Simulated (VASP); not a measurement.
# PbO (Litharge): structure and properties in VASP, part 2 of 6

Aim: relax PbO (Litharge), then compute properties on the relaxed cell. The start is a cell from a database of measured crystal structures.

VASP 6.6.1, plane waves and PAW; the level of theory is named at each step.

So far, gap on the k-mesh (eV): step 2 (relaxing cell and atoms (LDA)) 1.03. The relaxed cell has a = 3.948, c = 4.872 Å (conventional setting).

The database entry behind the starting cell differs from later determinations by our own check (an axis about 0.4 % long against later determinations), so it need not match the best structure at ambient conditions.

### 3. Second relaxation

Level of this step: LDA; plane waves and PAW (Pb_d, O) (VASP).

A relaxation keeps the plane waves of the cell it began with, so it is repeated from the new cell, on a basis made for it.

File INCAR:

```
SYSTEM = PbO
PREC = Accurate
ENCUT = 520
EDIFF = 1E-06
NELM = 100
ISMEAR = 0
SIGMA = 0.05
LREAL = .FALSE.
ALGO = Normal
GGA = CA
NBANDS = 26
LORBIT = 11
LWAVE = .FALSE.
LCHARG = .FALSE.
KPAR = 4
IBRION = 2
NSW = 60
ISIF = 3
EDIFFG = -0.01
```

File POSCAR:

```
PbO
1.0
    3.9476962255      0.0000000000      0.0000000000
    0.0000000000      3.9476962255      0.0000000000
    0.0000000000      0.0000000000      4.8719423396
Pb O
2 2
Direct
    0.0000000000      0.5000000000      0.2422465217
    0.5000000000      0.0000000000      0.7577534783
    0.0000000000      0.0000000000      0.0000000000
    0.5000000000      0.5000000000      0.0000000000
```

File KPOINTS:

```
Automatic mesh
0
Gamma
6 6 5
0 0 0
```

The projector-augmented-wave data sets are Pb_d and O (LDA family, release 64).

Command:

```bash
> mpirun -np 4 vasp_std
```

Output:

```text
[... set-up lines as in an earlier step ...]
 entering main loop
       N       E                     dE             d eps       ncg     rms          rms(c)
DAV:   1     0.459561010095E+03    0.45956E+03   -0.19970E+04  1560   0.186E+03
DAV:   2     0.348511510385E+02   -0.42471E+03   -0.41232E+03  1594   0.475E+02
DAV:   3    -0.258908015879E+02   -0.60742E+02   -0.59053E+02  1986   0.193E+02
DAV:   4    -0.286752336015E+02   -0.27844E+01   -0.27738E+01  1934   0.427E+01
DAV:   5    -0.287426684620E+02   -0.67435E-01   -0.67390E-01  1964   0.700E+00    0.119E+01
DAV:   6    -0.246644221958E+02    0.40782E+01   -0.24325E+01  2344   0.427E+01    0.520E+00
DAV:   7    -0.244668296329E+02    0.19759E+00   -0.27848E+00  2008   0.127E+01    0.241E+00
DAV:   8    -0.244213896720E+02    0.45440E-01   -0.63330E-01  1720   0.536E+00    0.946E-01
DAV:   9    -0.244024489429E+02    0.18941E-01   -0.84421E-02  2498   0.262E+00    0.223E-01
DAV:  10    -0.244034843500E+02   -0.10354E-02   -0.12737E-02  1910   0.797E-01    0.869E-02
DAV:  11    -0.244032452617E+02    0.23909E-03   -0.20697E-03  2752   0.400E-01    0.603E-02
DAV:  12    -0.244032108356E+02    0.34426E-04   -0.19042E-04  2242   0.133E-01    0.388E-02
DAV:  13    -0.244031937882E+02    0.17047E-04   -0.96147E-05  2480   0.788E-02    0.547E-03
DAV:  14    -0.244031938239E+02   -0.35629E-07   -0.62670E-06  1810   0.320E-02
   1 F= -.24403194E+02 E0= -.24403194E+02  d E =-.244032E+02
 curvature:   0.00 expect dE= 0.000E+00 dE for cont linesearch  0.000E+00
 trial: gam= 0.00000 g(F)=  0.377E-05 g(S)=  0.359E-05 ort = 0.000E+00 (trialstep = 0.100E+01)
 search vector abs. value=  0.736E-05
 reached required accuracy - stopping structural energy minimisation
```

Elapsed: 7 s, on 4 MPI ranks of Intel Xeon 6975P-C (Granite Rapids), shared host; peak memory 0.71 GiB.

From OUTCAR (step 3):

```text
  LATTYP: Found a simple tetragonal cell.
 ALAT       =     3.9476962255
 C/A-ratio  =     1.2341229065

 Found     30 irreducible k-points:

   dimension x,y,z NGX =    30 NGY =   30 NGZ =   36
   dimension x,y,z NGXF=    60 NGYF=   60 NGZF=   72

   ENCUT  =  520.0 eV  38.22 Ry    6.18 a.u.   7.34  7.34  9.06*2*pi/ulx,y,z

   NELECT =      40.0000    total number of electrons

 E-fermi :   5.6019

 k-point     1 :       0.0000    0.0000    0.0000
  band No.  band energies     occupation
    ...
     16       0.8065      2.00000
     17       3.5080      2.00000
     18       3.5341      2.00000
     19       3.5341      2.00000
     20       5.3059      2.00000
     21       7.8158      0.00000
     22      10.8691      0.00000
     23      10.8691      0.00000
     24      10.9550      0.00000
     25      12.0317      0.00000
    ...

 k-point     2 :       0.1667    0.0000    0.0000
  band No.  band energies     occupation
    ...
     16       0.9819      2.00000
     17       2.9516      2.00000
     18       3.3408      2.00000
     19       3.4494      2.00000
     20       5.3087      2.00000
     21       8.5112      0.00000
     22       9.3800      0.00000
     23      11.0191      0.00000
     24      11.2753      0.00000
     25      11.4980      0.00000
    ...

  Total       -0.0122025     -0.0122025      0.0004056      0.0000000      0.0000000      0.0000000
  in kB       -0.2574953     -0.2574953      0.0085596      0.0000000      0.0000000      0.0000000
  external PRESSURE =      -0.1688104 kB  Pullay stress =       0.0000000 kB

  energy-cutoff  :      520.00
  volume of cell :       75.93
      direct lattice vectors                 reciprocal lattice vectors
     3.947696226  0.000000000  0.000000000     0.253312297  0.000000000  0.000000000
     0.000000000  3.947696226  0.000000000     0.000000000  0.253312297  0.000000000
     0.000000000  0.000000000  4.871942340     0.000000000  0.000000000  0.205256945

 POSITION                                       TOTAL-FORCE (eV/Angst)
 -----------------------------------------------------------------------------------
      0.00000      1.97385      1.18021        -0.000000     -0.000000      0.006249
      1.97385      0.00000      3.69173         0.000000     -0.000000     -0.006249
      0.00000      0.00000      0.00000        -0.000000     -0.000000      0.000000
      1.97385      1.97385      0.00000        -0.000000      0.000000      0.000000
 -----------------------------------------------------------------------------------
    total drift:                                0.000000      0.000000     -0.000000

  FREE ENERGIE OF THE ION-ELECTRON SYSTEM (eV)
  ---------------------------------------------------
  free  energy   TOTEN  =       -24.4031938239 eV

  energy  without entropy=      -24.4031938239  energy(sigma->0) =      -24.40319382

 total charge
# of ion       s       p       d       tot
------------------------------------------
    1        1.370   0.655   9.882  11.907
    2        1.370   0.655   9.882  11.907
    3        1.568   3.383   0.000   4.951
    4        1.568   3.383   0.000   4.951
--------------------------------------------------
tot          5.876   8.076  19.764  33.716

[... 5 parts as in an earlier step ...]

[... 6 further parts left out ...]
```

CONTCAR:

```
PbO
   1.00000000000000
     3.9476962255000001    0.0000000000000000    0.0000000000000000
     0.0000000000000000    3.9476962255000001    0.0000000000000000
     0.0000000000000000    0.0000000000000000    4.8719423396000003
  Pb              O
     2     2
Direct
     0.0000000000000000    0.5000000000000000    0.2422465216999967
     0.5000000000000000    0.0000000000000000    0.7577534783000033
     0.0000000000000000    0.0000000000000000    0.0000000000000000
     0.5000000000000000    0.5000000000000000    0.0000000000000000
```

Little changed from the start: no atom moved by 0.005 Å and no cell edge by 0.1 %.

This step gave:

| Item | Value |
| --- | --- |
| free energy (TOTEN) | -24.40 eV |
| pressure | -0.01688 GPa |
| SCF cycles over all ionic steps | 14 |
| least direct gap on the k-mesh | 2.154 eV |

It ends with a largest force of 0.006 eV/Å and a pressure of -0.02 GPa. The volume moved by under 0.01 %: the run met its threshold at the first step.

### 4. Single point with fields (LDA)

The relaxed cell gets a fresh self-consistent run, on a basis set for its own volume, to fix the density and to check the remaining stress.

Changes to INCAR since step 3:

```diff
@@ -13,7 +13,5 @@
 LWAVE = .FALSE.
-LCHARG = .FALSE.
-KPAR = 4
-IBRION = 2
-NSW = 60
-ISIF = 3
-EDIFFG = -0.01
+LCHARG = .TRUE.
+ISIF = 2
+LELF = .TRUE.
+LVHAR = .TRUE.
```

POSCAR is that of step 3.

KPOINTS is that of step 3.

Command:

```bash
> mpirun -np 4 vasp_std
```

Output:

```text
[banner, memory and clock lines left out]
running    4 mpi-ranks, on    1 nodes
 distrk:  each k-point on    4 cores,    1 groups
 distr:  one band on    1 cores,    4 groups

 POSCAR found type information on POSCAR PbO
 POSCAR found :  2 types and       4 ions
 LDA part: xc-table for (Slater(with rela. corr.)+CA(PZ))
 , standard interpolation
|                                                                             |
|           W    W    AA    RRRRR   N    N  II  N    N   GGGG   !!!           |
|           W    W   A  A   R    R  NN   N  II  NN   N  G    G  !!!           |
|           W    W  A    A  R    R  N N  N  II  N N  N  G       !!!           |
|           W WW W  AAAAAA  RRRRR   N  N N  II  N  N N  G  GGG   !            |
|           WW  WW  A    A  R   R   N   NN  II  N   NN  G    G                |
|           W    W  A    A  R    R  N    N  II  N    N   GGGG   !!!           |
|                                                                             |
|     The number of bands has been changed from the values supplied in        |
|     The orbitals not found in the WAVECAR file will be initialized with     |
|     random numbers, which is usually adequate. For correlated               |
|     calculations, however, you should redo the groundstate calculation.     |
|     I found NBANDS = 26. Now, NBANDS = 28.                                  |
|                                                                             |

 POSCAR, INCAR and KPOINTS ok, starting setup
 FFT: planning ... GRIDC
 FFT: planning ... GRID_SOFT
 FFT: planning ... GRID
 WAVECAR not read
 entering main loop
       N       E                     dE             d eps       ncg     rms          rms(c)
DAV:   1     0.461650295976E+03    0.46165E+03   -0.19785E+04  1680   0.172E+03
DAV:   2     0.333247862762E+02   -0.42833E+03   -0.41042E+03  1732   0.456E+02
DAV:   3    -0.257901615133E+02   -0.59115E+02   -0.57377E+02  2080   0.183E+02
DAV:   4    -0.286521360560E+02   -0.28620E+01   -0.28491E+01  2000   0.409E+01
DAV:   5    -0.287407484930E+02   -0.88612E-01   -0.88604E-01  1924   0.777E+00    0.118E+01
DAV:   6    -0.246686068294E+02    0.40721E+01   -0.22061E+01  2484   0.395E+01    0.521E+00
DAV:   7    -0.244684234082E+02    0.20018E+00   -0.26655E+00  2104   0.118E+01    0.237E+00
DAV:   8    -0.244158079255E+02    0.52615E-01   -0.54741E-01  1796   0.467E+00    0.813E-01
DAV:   9    -0.244027215243E+02    0.13086E-01   -0.56250E-02  2648   0.202E+00    0.225E-01
DAV:  10    -0.244034589616E+02   -0.73744E-03   -0.10774E-02  1992   0.719E-01    0.823E-02
DAV:  11    -0.244032365905E+02    0.22237E-03   -0.16523E-03  2920   0.344E-01    0.553E-02
DAV:  12    -0.244032036608E+02    0.32930E-04   -0.15746E-04  2440   0.117E-01    0.303E-02
DAV:  13    -0.244031935848E+02    0.10076E-04   -0.54985E-05  2140   0.504E-02    0.397E-03
DAV:  14    -0.244031935944E+02   -0.96416E-08   -0.17142E-06  1324   0.183E-02
   1 F= -.24403194E+02 E0= -.24403194E+02  d E =-.802797E-12
```

The job ended after 7.8 s (4 MPI ranks; peak memory 0.51 GiB; 29 s of CPU time).

From OUTCAR (step 4):

```text
 Found     30 irreducible k-points:

   k-points           NKPTS =     30   k-points in BZ     NKDIM =     30   number of bands    NBANDS=     28

   NELECT =      40.0000    total number of electrons

 E-fermi :   5.5355

 k-point     1 :       0.0000    0.0000    0.0000
  band No.  band energies     occupation
    ...
     16       0.8063      2.00000
     17       3.5076      2.00000
     18       3.5337      2.00000
     19       3.5337      2.00000
     20       5.3057      2.00000
     21       7.8157      0.00000
     22      10.8690      0.00000
     23      10.8690      0.00000
     24      10.9550      0.00000
     25      12.0317      0.00000
    ...

 k-point     2 :       0.1667    0.0000    0.0000
  band No.  band energies     occupation
    ...
     16       0.9816      2.00000
     17       2.9512      2.00000
     18       3.3404      2.00000
     19       3.4490      2.00000
     20       5.3084      2.00000
     21       8.5111      0.00000
     22       9.3800      0.00000
     23      11.0191      0.00000
     24      11.2753      0.00000
     25      11.4979      0.00000
    ...

  Total       -0.0106169     -0.0106169      0.0039069      0.0000000     -0.0000000      0.0000000
  in kB       -0.2240365     -0.2240365      0.0824429      0.0000000     -0.0000000      0.0000000
  external PRESSURE =      -0.1218767 kB  Pullay stress =       0.0000000 kB

 POSITION                                       TOTAL-FORCE (eV/Angst)
 -----------------------------------------------------------------------------------
      0.00000      1.97385      1.18021         0.000000     -0.000000      0.006193
      1.97385      0.00000      3.69173        -0.000000     -0.000000     -0.006193
      0.00000      0.00000      0.00000         0.000000     -0.000000      0.000000
      1.97385      1.97385      0.00000         0.000000      0.000000      0.000000
 -----------------------------------------------------------------------------------
    total drift:                                0.000000      0.000000     -0.000000

  FREE ENERGIE OF THE ION-ELECTRON SYSTEM (eV)
  ---------------------------------------------------
  free  energy   TOTEN  =       -24.4031935944 eV

  energy  without entropy=      -24.4031935944  energy(sigma->0) =      -24.40319359

 total charge
# of ion       s       p       d       tot
------------------------------------------
    1        1.370   0.655   9.882  11.907
    2        1.370   0.655   9.882  11.907
    3        1.568   3.383   0.000   4.952
    4        1.568   3.383   0.000   4.952
--------------------------------------------------
tot          5.876   8.077  19.764  33.717

[... 8 parts as in an earlier step ...]

[... 5 further parts left out ...]
```

Numbers from this step:

```yaml
scf_cycles: 14
bands: 28
fermi_energy: 5.535 eV
pressure: -0.01219 GPa
least_direct_gap_on_the_k_mesh: 2.155 eV
```

Valence electrons inside each PAW sphere by angular momentum. Sphere charges, by row:

| atom | s (e) | p (e) | d (e) | tot (e) |
| --- | --- | --- | --- | --- |
| Pb1 | 1.37 | 0.655 | 9.882 | 11.91 |
| Pb2 | 1.37 | 0.655 | 9.882 | 11.91 |
| O3 | 1.568 | 3.383 | 0 | 4.952 |
| O4 | 1.568 | 3.383 | 0 | 4.952 |

ELF in the ac plane at fractional y = 0.000, with atoms of Pb and O within 0.2 Å of it. It is the smooth field of the valence electrons, not physical close to the nuclei.

Ten even steps from '0' (0.01) to '9' (0.81), each cell a mean:
```
79952344432798
99833433443499
87434311134257
43234214135323
11245312145411
00356532356420
00356665666420
00246666665410
00125666664200
00002456531000
00000122210000
00000000000000
32100000000123
77521000001367
99852000002689
89972001014899
58972122214897
```
Columns run along a (3.9 Å), rows up along c (4.9 Å). Atoms in or near the plane, at fractional coordinates: Pb at (0.50, 0.76), O at (0.00, 0.00).

Valence density in the ac plane at fractional y = 0.000, with atoms of Pb and O within 0.2 Å of it. It is the smooth field of the valence electrons, not physical close to the nuclei.

Ten even steps from '0' (0.0 e/Å³) to '9' (7.8 e/Å³), each cell a mean:
```
75200011000026
32100123210012
00001367531000
00002589741000
00001478731000
00001345420000
00000122110000
00000000000000
00000000000000
00000000000000
00000000000000
00000000000000
00000000000000
00000000000000
21000000000001
64100000000025
96200000000137
```
Columns run along a (3.9 Å), rows up along c (4.9 Å). Atoms in or near the plane, at fractional coordinates: Pb at (0.50, 0.76), O at (0.00, 0.00).

Electrostatic potential energy in the ac plane at fractional y = 0.000, with atoms of Pb and O within 0.2 Å of it. With pseudopotentials it is smooth inside the atoms' cores, unlike the true potential.

Ten even steps from '_' (-83 eV) to '@' (4 eV), each cell a mean:
```
--==%%@@@@##****##%%@@@@**--
**##@@@@##++--::--**%%@@%%##
@@@@@@%%++::______--**@@@@@@
@@@@@@%%==..______::**%%@@@@
@@@@@@%%++..______::**%%@@@@
@@@@@@%%**--..__..==##@@@@@@
@@@@@@@@%%**++==++##%%@@@@@@
@@@@@@@@@@%%%%%%%%@@@@@@@@@@
@@@@@@@@@@@@@@@@@@@@@@@@@@@@
@@@@@@@@@@@@@@@@@@@@@@@@@@@@
@@@@@@@@@@@@@@@@@@@@@@@@@@@@
@@@@@@@@@@@@@@@@@@@@@@@@@@@@
@@@@@@@@@@@@@@@@@@@@@@@@@@@@
@@@@@@@@@@@@@@@@@@@@@@@@@@@@
##%%@@@@@@@@@@@@@@@@@@@@@@%%
--++%%@@@@@@@@@@@@@@@@@@##==
----##@@@@@@@@@@@@@@@@@@**--
```
Columns run along a (3.9 Å; values clipped at the 3rd and 97th percentile), rows up along c (4.9 Å). Atoms in or near the plane, at fractional coordinates: Pb at (0.50, 0.76), O at (0.00, 0.00).

In this run the pressure is -0.01 GPa, small enough to go on.

(Continued in part 3 of 6.)

[Lines on the potential files, build, host, timing and source positions are cut from VASP's logs without a mark.]

[Logs are printed without paths, hosts, clocks, repeated set-up lines and the standing remarks that a program may print on its own settings, such as how far it seeks lower states.]

[Hosts, paths, dates, database ids (printed as entryN), source tags and the programs' standing remarks are cut or masked in the printed files.]

[A measured line is paired with the nearest computed mode of its activity, which favours agreement.]
